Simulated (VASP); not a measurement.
**Cd (relaxed from the fcc structure, space group Fm-3m): computed properties**

All values below come from r2SCAN meta-GGA, VASP's PBE PAW potentials (set 64) (plane waves; VASP).

```
Property                                                               Value
----------------------------------  ----------------------------------------
space group                                                      Fm-3m (225)
cell                                a = b = c = 4.4080 Å, α = β = γ = 90.00°
volume per atom                                                21.41 Å³/atom
band gap (over mesh and band path)  none (metal, semimetal or under 0.01 eV)
density                                                           8.72 g/cm³
```

```yaml
crystal:
  lattice:
    - [0.00000, 2.20399, 2.20399]
    - [2.20399, 0.00000, 2.20399]
    - [2.20399, 2.20399, 0.00000]
  atoms:
    - { symbol: Cd, position: [0.00000, 0.00000, 0.00000] }
```

The structure was generated: Cd was put into the fcc type (Fm-3m), which need not be its known phase. It was relaxed first. Symmetry was kept, so distortions that lower it aren't found.
